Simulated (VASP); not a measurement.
Write the native input for VASP 6.6.1 that does the following.

```
Task                   : relaxation of cell and atoms
Functional             : PBE
Potentials or basis    : VASP PAW PBE potentials, release 64 (Mg, Cd, Se, O)
Cutoff                 : 520 eV
k mesh                 : 10 × 10 × 4
Occupations            : gaussian, width 0.1 eV
Spin                   : no spin polarisation
Further INCAR settings : ALGO = Normal; EDIFF = 1e-06; IBRION = 2; EDIFFG = -0.01; NSW = 90; ISIF = 3
```

The structure of Mg3CdSe2O2 lies in POSCAR:

```
Mg3CdSe2O2
1.0
    3.6736634200      0.0000000000      0.0000000000
   -1.8368317100      3.1814858400      0.0000000000
    0.0000000000      0.0000000000     12.3090000000
Mg Cd Se O
3 1 2 2
Direct
    0.3333333300      0.6666666700      0.9177024900
    0.0000000000      0.0000000000      0.6426192200
    0.6666666700      0.3333333300      0.4342351100
    0.0000000000      0.0000000000      0.1437972200
    0.3333333300      0.6666666700      0.2720773400
    0.6666666700      0.3333333300      0.7517263800
    0.0000000000      0.0000000000      0.9677471800
    0.0000000000      0.0000000000      0.4851734500
```

The cell was built by a generator and needn't be a form met in nature.

One way to write it, as run:

INCAR

```
SYSTEM = Mg3CdSe2O2
ALGO = Normal
EDIFF = 1E-6
EDIFFG = -0.01
ENCUT = 520
GGA = PE
IBRION = 2
ISIF = 3
ISMEAR = 0
KPAR = 4
LASPH = .True.
LCHARG = .False.
LREAL = .False.
LWAVE = .False.
NELM = 120
NSW = 90
PREC = Accurate
SIGMA = 0.1
```

KPOINTS

```
k-points
0
Gamma
  10 10 4
  0 0 0
```

Potentials or basis: VASP PAW PBE potentials, release 64 (Mg, Cd, Se, O).

The run is started by

```console
$ cat potpaw_PBE.64/Mg/POTCAR potpaw_PBE.64/Cd/POTCAR potpaw_PBE.64/Se/POTCAR potpaw_PBE.64/O/POTCAR > POTCAR
$ mpirun -np 4 vasp_std > vasp.out
```

Results of the run:

```
Relaxed volume                         : 17.85 Å³/atom
Relaxed cell                           : a = 3.661 Å, b = 3.661 Å, c = 12.299 Å, α = 90.00°, β = 90.00°, γ = 120.00°
Space group after relaxing (to 0.05 Å) : P3m1 (No. 156)
Energy gained by relaxing              : 1.0 meV/atom
Ionic steps                            : 12
Pressure after relaxing                : 0.0 GPa
Largest force after relaxing           : 0.003 eV/Å
Band gap on the k mesh                 : none (metal or under the smearing width)
```

Wall time 2.6 min on 4 MPI ranks on Intel(R) Xeon(R) 6975P-C (Granite Rapids) (shared host), peak memory 0.42 GiB a rank.
